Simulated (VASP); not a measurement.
Data:

```yaml
crystal:
  lattice:
    - [0.00000, 3.21000, 3.21000]
    - [3.21000, 0.00000, 3.21000]
    - [3.21000, 3.21000, 0.00000]
  atoms:
    - { symbol: Mg, position: [0.00000, 0.00000, 0.00000] }
    - { symbol: Te, position: [0.25000, 0.25000, 0.25000] }
```

Level of theory: PBE GGA, VASP's PBE PAW potentials (set 64) (plane waves; VASP). Run with 400 eV cut-off, 7×7×7 Γ-centred mesh, Gaussian smearing of 0.010 eV, potentials Mg Te.

Unless said otherwise, spin-orbit coupling is left out, though it shifts the bands of the heavy elements here.

Problem. Predict the energy per atom (σ→0), pressure, band gap (on the k-mesh) with the smallest direct gap where there is one.

Solution. 
| Quantity | Value |
|---|---|
| band gap (on the k-mesh) | 2.50 eV |
| smallest direct gap (on the k-mesh) | 2.50 eV |
| energy per atom (σ→0) | -3.195 eV/atom |
| pressure | 1.52 GPa |

Only differences to runs with the same potentials and settings are physical.

The compound is MgTe in the zinc blende structure, whereas wurtzite is the usual form. The cell was not relaxed at this level. The run is one of a series of settings (SIGMA = 0.01 against the base run), some of them coarse on purpose.
